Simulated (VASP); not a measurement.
# Al3BiO3 (Pm) in VASP: single point with r2SCAN

Aim: the single point of Al3BiO3 with r2SCAN.

Everything below comes from runs of VASP 6.6.1. Logs are shortened: lines on timing, memory, paths and dates and some standing lists are left out, and cuts for length are marked.

## 1. The structure

The structure is monoclinic, space group Pm (No. 6). Conventional cell: a = 6.555 Å, b = 3.237 Å, c = 6.671 Å, α = 90.00°, β = 90.44°, γ = 90.00°. Al (site symmetry m) has 3 O at 1.71 to 1.87 Å as nearest neighbours. Al (site symmetry m) is surrounded by 2 O at 1.80 to 1.83 Å. Al (site symmetry m) is surrounded by 3 O at 1.70 to 1.87 Å. Bi (site symmetry m) is surrounded by 4 Al at 2.83 to 2.84 Å and 2 Bi at 3.24 Å. O (site symmetry m) has 3 Al at 1.80 to 1.87 Å as nearest neighbours. O (site symmetry m) has 3 Al at 1.83 to 1.87 Å as nearest neighbours. O (site symmetry m) is surrounded by 2 Al at 1.70 to 1.71 Å.

The cell was built by a generator and needn't be a form met in nature.

## 2. Single point, r2SCAN

The input, INCAR:

```
SYSTEM = Al3BiO3
PREC = Accurate
ENCUT = 520
EDIFF = 1E-6
ISMEAR = 0
SIGMA = 0.1
LREAL = .FALSE.
LASPH = .TRUE.
NELM = 150
ALGO = Normal
ISIF = 2
LWAVE = .FALSE.
LCHARG = .FALSE.
METAGGA = R2SCAN
LMIXTAU = .TRUE.
NBANDS = 30
KPAR = 8
```

The input, KPOINTS:

```
regular mesh
0
G
  6 10 6
  0 0 0
```

The input, POSCAR:

```
Al3BiO3
1.0
    6.5548140000      0.0000000000      0.0000000000
    0.0000000000      3.2374000000      0.0000000000
   -0.0506820000      0.0000000000      6.6703610000
Al Bi O
3 1 3
Direct
    0.1611840000      0.0000000000      0.5423020000
    0.3845160000      0.5000000000      0.8714420000
    0.7958940000      0.0000000000      0.8487240000
    0.1336880000      0.0000000000      0.1186890000
    0.6593490000      0.5000000000      0.8890430000
    0.2839310000      0.5000000000      0.6153900000
    0.9146130000      0.0000000000      0.6224330000
```

Potentials or basis: VASP PAW PBE potentials, release 64 (Al, Bi_d, O).

The run is started by

```sh
cat potpaw_PBE.64/Al/POTCAR potpaw_PBE.64/Bi_d/POTCAR potpaw_PBE.64/O/POTCAR > POTCAR
mpirun -np 8 vasp_std > vasp.out
```

OUTCAR:

```text
SYSTEM = Al3BiO3
   PREC = Accurate
   ENCUT = 520
   EDIFF = 1E-6
   ISMEAR = 0
   LREAL = .FALSE.
   LASPH = .TRUE.
   NELM = 150
   ISIF = 2
   METAGGA = R2SCAN

 ion  position               nearest neighbor table
   1  0.161  0.000  0.542-   7 1.71   6 1.87   6 1.87   4 2.83   2 3.09   2 3.09   3 3.16
   2  0.385  0.500  0.871-   5 1.80   6 1.83   4 2.84   4 2.84   1 3.09   1 3.09   3 3.15   3 3.15

   3  0.796  0.000  0.849-   7 1.70   5 1.87   5 1.87   4 2.84   2 3.15   2 3.15   1 3.16
   4  0.134  0.000  0.119-   1 2.83   2 2.84   2 2.84   3 2.84
   5  0.659  0.500  0.889-   2 1.80   3 1.87   3 1.87
   6  0.284  0.500  0.615-   2 1.83   1 1.87   1 1.87
   7  0.915  0.000  0.622-   3 1.70   1 1.71

  LATTYP: Found a simple monoclinic cell.
 ALAT       =     6.5548140000
 B/A-ratio  =     0.4938965469
 C/A-ratio  =     1.0176571815
 COS(beta)  =    -0.0075978702

  Lattice vectors:

 A1 = (   6.5548140000,   0.0000000000,   0.0000000000)
 A2 = (   0.0000000000,   3.2374000000,   0.0000000000)
 A3 = (  -0.0506820000,   0.0000000000,   6.6703610000)

Analysis of symmetry for initial positions (statically):
=====================================================================
 Subroutine PRICEL returns:
 Original cell was already a primitive cell.

 Routine SETGRP: Setting up the symmetry group for a
 simple monoclinic supercell.

 Subroutine GETGRP returns: Found  2 space group operations
 (whereof  2 operations were pure point group operations)
 out of a pool of  4 trial point group operations.

The static configuration has the point symmetry C_1h.

Analysis of symmetry for dynamics (positions and initial velocities):
=====================================================================
 Subroutine PRICEL returns:
 Original cell was already a primitive cell.

 Routine SETGRP: Setting up the symmetry group for a
 simple monoclinic supercell.

 Subroutine GETGRP returns: Found  2 space group operations
 (whereof  2 operations were pure point group operations)
 out of a pool of  4 trial point group operations.

The dynamic configuration has the point symmetry C_1h.

 Subroutine INISYM returns: Found  2 space group operations
 (whereof  2 operations are pure point group operations),
 and found     1 'primitive' translations

----------------------------------------------------------------------------------------

                                     Primitive cell

  volume of cell :     141.5488

  direct lattice vectors                    reciprocal lattice vectors
     6.554814000  0.000000000  0.000000000     0.152559630  0.000000000  0.001159162
     0.000000000  3.237400000  0.000000000     0.000000000  0.308889850  0.000000000
    -0.050682000  0.000000000  6.670361000     0.000000000  0.000000000  0.149916924

  length of vectors
     6.554814000  3.237400000  6.670553540     0.152564034  0.308889850  0.149916924

  position of ions in fractional coordinates (direct lattice)
     0.161184000  0.000000000  0.542302000
     0.384516000  0.500000000  0.871442000
     0.795894000  0.000000000  0.848724000
     0.133688000  0.000000000  0.118689000
     0.659349000  0.500000000  0.889043000
     0.283931000  0.500000000  0.615390000
     0.914613000  0.000000000  0.622433000

  ion indices of the primitive-cell ions
   primitive index   ion index
                 1           1
                 2           2
                 3           3
                 4           4
                 5           5
                 6           6
                 7           7

----------------------------------------------------------------------------------------

 KPOINTS: regular mesh

Automatic generation of k-mesh.
 Grid dimensions read from file:
 generate k-points for:    6   10    6

 Generating k-lattice:

  Cartesian coordinates                     Fractional coordinates (reciprocal lattice)
     0.025426605  0.000000000  0.000193194     0.166666667  0.000000000  0.000000000
     0.000000000  0.030888985  0.000000000     0.000000000  0.100000000  0.000000000
     0.000000000  0.000000000  0.024986154     0.000000000  0.000000000  0.166666667

  Length of vectors
     0.025427339  0.030888985  0.024986154

  Shift w.r.t. Gamma in fractional coordinates (k-lattice)
     0.000000000  0.000000000  0.000000000

 Subroutine IBZKPT returns following result:
 ===========================================

 Found    120 irreducible k-points:

 Following reciprocal coordinates:
            Coordinates               Weight
  0.000000  0.000000  0.000000      1.000000
  0.166667  0.000000 -0.000000      2.000000
  0.333333  0.000000 -0.000000      2.000000
  0.500000  0.000000 -0.000000      1.000000
  0.000000  0.100000  0.000000      2.000000
  0.166667  0.100000 -0.000000      4.000000
[... 16 lines left out ...]
  0.333333  0.500000 -0.000000      2.000000
  0.500000  0.500000 -0.000000      1.000000
 [... further k-points ...]
   k-points           NKPTS =    120   k-points in BZ     NKDIM =    120   number of bands    NBANDS=     30
   number of dos      NEDOS =    301   number of ions     NIONS =      7
   total plane-waves  NPLWV =  60000
   dimension x,y,z NGX =    50 NGY =   24 NGZ =   50
   dimension x,y,z NGXF=   100 NGYF=   48 NGZF=  100
   ions per type =               3   1   3
   NGX,Y,Z   is equivalent  to a cutoff of  12.68, 12.32, 12.46 a.u.
   NGXF,Y,Z  is equivalent  to a cutoff of  25.36, 24.65, 24.92 a.u.
 SYSTEM =  Al3BiO3
   PREC   = accura    normal or accurate (medium, high low for compatibility)
   ISTART =      0    job   : 0-new  1-cont  2-samecut
   ICHARG =      2    charge: 1-file 2-atom 10-const
   ISPIN  =      1    spin polarized calculation?
   LNONCOLLINEAR =      F non collinear calculations
   LSORBIT =      F    spin-orbit coupling
   LASPH  =      T    aspherical Exc in radial PAW
   ENCUT  =  520.0 eV  38.22 Ry    6.18 a.u.  12.19  6.02 12.40*2*pi/ulx,y,z
   NELM   =    150;   NELMIN=  2; NELMDL= -5     # of ELM steps
   EDIFF  = 0.1E-05   stopping-criterion for ELM
   LREAL  =      F    real-space projection
   EDIFFG = 0.1E-04   stopping-criterion for IOM
   NSW    =      0    number of steps for IOM
   IBRION =     -1    ionic relax: 0-MD 1-quasi-New 2-CG
   NFREE  =      0    steps in history (QN), initial steepest desc. (CG)
   ISIF   =      2    stress and relaxation
   ISYM   =      2    0-nonsym 1-usesym 2-fastsym
   POTIM  = 0.5000    time-step for ionic-motion
   TEBEG  =    0.0;   TEEND  =   0.0 temperature during run
   PSTRESS=    0.0 pullay stress
   NELECT =      42.0000    total number of electrons
   NUPDOWN=      -1.0000    fix difference up-down
   EMIN   =  10.00;   EMAX   =-10.00  energy-range for DOS
   EFERMI =   0.00;   METHOD = LEGACY
   ISMEAR =     0;   SIGMA  =   0.10  broadening in eV -4-tet -1-fermi 0-gaus
   EFERMI_NEDOS =   21; number of points for ismear=-14 and -15
   IALGO  =     38    algorithm
   IMIX   =      4    mixing-type and parameters
     AMIX     =   0.40;   BMIX     =  1.00
     AMIX_MAG =   1.60;   BMIX_MAG =  1.00
  volume/ion in A,a.u.               =      20.22       136.46
  Fermi-wavevector in a.u.,A,eV,Ry     =   1.091916  2.063422 16.221962  1.192281
  Thomas-Fermi vector in A             =   2.228171
   LORBIT       =      0    0 simple, 1 ext, 2 COOP (PROOUT), +10 PAW based schemes
   METAGGA = R2SCAN    functional components
   LHFCALC =     F    Hartree Fock is set to
   AEXX    =    0.0000 exact exchange contribution
   IVDW    =     0    specifies the selected vdW correction
   LEPSILON=     F    determine dielectric tensor
   LRPA    =     F    only Hartree local field effects (RPA)
 non-spin polarized calculation
 Gauss-broadening in eV      SIGMA  =   0.10
  energy-cutoff  :      520.00
  volume of cell :      141.55
 maximum number of plane-waves:      3848
 NGX is ok and might be reduce to    50
   NGX = 25   NGY = 13   NGZ = 25

 number of electron      41.9999993 magnetization

 Free energy of the ion-electron system (eV)
  ---------------------------------------------------
  ext. energy  EPLUGINS =         0.00000000
  ---------------------------------------------------
  free energy    TOTEN  =      -110.14515495 eV

  energy without entropy =     -110.14059983  energy(sigma->0) =     -110.14287739

 E-fermi :   4.7950     XC(G=0):  -8.7846

 val. band max:        4.7675369608   @ k =   0.5000   0.0000   0.3333
 cond. band min:       4.7966779220   @ k =  -0.3333   0.1000   0.3333
 fundamental gap:      0.0291409612
 Fermi energy:         4.7949823390

 k-point     1 :       0.0000    0.0000    0.0000
  band No.  band energies     occupation
      1     -19.3355      2.00000
      2     -19.1263      2.00000
      3     -19.1222      2.00000
      4     -19.1152      2.00000
      5     -19.0390      2.00000
      6     -18.0527      2.00000
[... 22 lines left out ...]
     29      11.5053      0.00000
     30      11.9195      0.00000

 k-point     2 :       0.1667    0.0000   -0.0000
  band No.  band energies     occupation
      1     -19.3354      2.00000
      2     -19.1263      2.00000
      3     -19.1224      2.00000
      4     -19.1152      2.00000
      5     -19.0390      2.00000
      6     -18.0433      2.00000
[... 22 lines left out ...]
     29      11.5406      0.00000
     30      11.9581      0.00000

 k-point     3 :       0.3333    0.0000   -0.0000
  band No.  band energies     occupation
      1     -19.3354      2.00000
      2     -19.1263      2.00000
      3     -19.1228      2.00000
      4     -19.1152      2.00000
      5     -19.0390      2.00000
      6     -18.0216      2.00000
[... 682 lines left out ...]
     29      10.6203      0.00000
     30      10.8746      0.00000

 k-point    24 :       0.5000    0.5000   -0.0000
  band No.  band energies     occupation
      1     -19.2519      2.00000
      2     -19.1530      2.00000
      3     -19.1159      2.00000
      4     -19.1008      2.00000
      5     -18.9908      2.00000
      6     -17.7259      2.00000
[... 22 lines left out ...]
     29      10.5106      0.00000
     30      10.5670      0.00000

 [... further k-points ...]

------------------------ aborting loop because EDIFF is reached ----------------------------------------

  FORCE on cell =-STRESS in cart. coord.  units (eV):
  Direction    XX          YY          ZZ          XY          YZ          ZX
  --------------------------------------------------------------------------------------
  -------------------------------------------------------------------------------------
  Total       -2.6229490     -2.4428447     -2.0945714      0.0000000      0.0000000      0.1283983
  in kB      -29.6889172    -27.6503333    -23.7082601      0.0000000      0.0000000      1.4533285
  external PRESSURE =     -27.0158369 kB  Pullay stress =       0.0000000 kB

 VOLUME and BASIS-vectors are now :
 -----------------------------------------------------------------------------
  energy-cutoff  :      520.00
  volume of cell :      141.55
      direct lattice vectors                 reciprocal lattice vectors
     6.554814000  0.000000000  0.000000000     0.152559630  0.000000000  0.001159162
     0.000000000  3.237400000  0.000000000     0.000000000  0.308889850  0.000000000
    -0.050682000  0.000000000  6.670361000     0.000000000  0.000000000  0.149916924

 POSITION                                       TOTAL-FORCE (eV/Angst)
 -----------------------------------------------------------------------------------
      1.02905      0.00000      3.61735        -0.091292      0.000000      0.099690
      2.47626      1.61870      5.81283         0.126186      0.000000     -0.159880
      5.17392      0.00000      5.66130        -0.069444      0.000000     -0.167207
      0.87028      0.00000      0.79170         0.026002      0.000000     -0.042566
      4.27685      1.61870      5.93024         0.004577      0.000000     -0.119408
      1.82993      1.61870      4.10487        -0.204140      0.000000      0.129010
      5.96357      0.00000      4.15185         0.208111      0.000000      0.260361
 -----------------------------------------------------------------------------------
    total drift:                               -0.003672      0.000000     -0.000449

  FREE ENERGIE OF THE ION-ELECTRON SYSTEM (eV)
  ---------------------------------------------------
  free  energy   TOTEN  =      -110.1451549482 eV

  energy  without entropy=     -110.1405998335  energy(sigma->0) =     -110.14287739
```

Wall time 3.7 min (8 MPI ranks of Intel Xeon Platinum 8488C (Sapphire Rapids), shared host); peak memory 0.58 GiB.

Results:

| Quantity | Value |
| --- | --- |
| Free energy | -110.1452 eV |
| Pressure | -2.7 GPa |
| Largest force | 0.333 eV/Å |
| Band gap on the k mesh | none (metal or under the smearing width) |

Forces in eV/Å, atoms in the order of the input:
```
Al  -0.091  0.000  0.100
Al   0.126  0.000 -0.160
Al  -0.069  0.000 -0.167
Bi   0.026  0.000 -0.043
O    0.005  0.000 -0.119
O   -0.204  0.000  0.129
O    0.208  0.000  0.260
```

Levels at points of the mesh, in eV from the Fermi level:
| k point | band 17 | band 18 | band 19 | band 20 | band 21 | band 22 | band 23 | band 24 | band 25 | band 26 |
| --- | --- | --- | --- | --- | --- | --- | --- | --- | --- | --- |
| (0.00, 0.00, 0.00) | -4.79 | -4.42 | -3.54 | -3.41 | -1.49 | 0.97 | 2.41 | 3.31 | 3.32 | 3.95 |
| (0.50, 0.00, 0.00) | -4.97 | -4.60 | -3.54 | -3.46 | -0.47 | 1.10 | 2.41 | 2.67 | 3.26 | 3.93 |
| (0.00, 0.50, 0.00) | -5.43 | -4.93 | -4.27 | -3.37 | -2.36 | 1.14 | 1.69 | 2.92 | 3.05 | 3.70 |
| (0.50, 0.50, 0.00) | -5.30 | -4.91 | -4.41 | -3.15 | -2.27 | 0.85 | 1.22 | 2.50 | 3.42 | 3.76 |
| (0.00, 0.00, 0.50) | -5.49 | -4.84 | -3.61 | -3.54 | -0.42 | 0.97 | 2.28 | 2.75 | 3.20 | 4.41 |
| (0.50, 0.00, 0.50) | -5.12 | -4.72 | -3.89 | -3.54 | -0.06 | 2.02 | 2.47 | 2.68 | 3.13 | 3.15 |
| (0.00, 0.50, 0.50) | -5.11 | -4.72 | -4.34 | -3.00 | -2.69 | 0.70 | 1.28 | 2.84 | 2.92 | 3.41 |
| (0.50, 0.50, 0.50) | -5.14 | -4.66 | -4.36 | -3.05 | -2.41 | 0.36 | 0.75 | 2.53 | 3.11 | 3.97 |

Caveat: the PAW data sets were made with another functional, which shifts forces and pressure a little; spin-orbit coupling is left out, which moves the levels of the heavy elements.
